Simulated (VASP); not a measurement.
Here is a VASP 6.6.1 calculation.

INCAR

```
SYSTEM = Al2SiF2
ALGO = Normal
EDIFF = 1E-6
ENCUT = 520
ISIF = 2
ISMEAR = 0
KPAR = 4
LASPH = .True.
LCHARG = .False.
LMIXTAU = .True.
LREAL = .False.
LWAVE = .False.
METAGGA = R2SCAN
NELM = 150
PREC = Accurate
SIGMA = 0.1
```

The input KPOINTS:

```
k-points
0
Gamma
  12 12 12
  0 0 0
```

File POSCAR:

```
Al2SiF2                                 
1.0
    1.4800695748      0.8545185669      9.3583550809
   -1.4800695748      0.8545185669      9.3583550809
    0.0000000000     -1.7090371338      9.3583550809
  Al              Si              F             
     2     1     2
Direct
     0.4034376136741559    0.4034376136741559    0.4034376136741559
     0.5965623863258440    0.5965623863258440    0.5965623863258440
     0.0000000000000000    0.0000000000000000    0.0000000000000000
     0.7803943194431882    0.7803943194431882    0.7803943194431882
     0.2196056805568117    0.2196056805568117    0.2196056805568117
```

Potentials or basis: VASP PAW PBE potentials, release 64 (Al, Si, F).

The run is started by

```bash
$ cat potpaw_PBE.64/Al/POTCAR potpaw_PBE.64/Si/POTCAR potpaw_PBE.64/F/POTCAR > POTCAR
$ mpirun -np 4 vasp_std > vasp.out
```

Q: What does it give for the largest force?

A: 0.224 eV/Å.

Q: What does it give for the pressure?

A: -3.5 GPa.

Q: Predict the band gap on the k mesh.

A: None (metal or under the smearing width).

Stress tensor (GPa, compression positive):
```
-4.09  0.00  0.00
 0.00 -4.09  0.00
 0.00  0.00 -2.41
```

Caveat: the PAW data sets were made with another functional, which shifts forces and pressure a little.
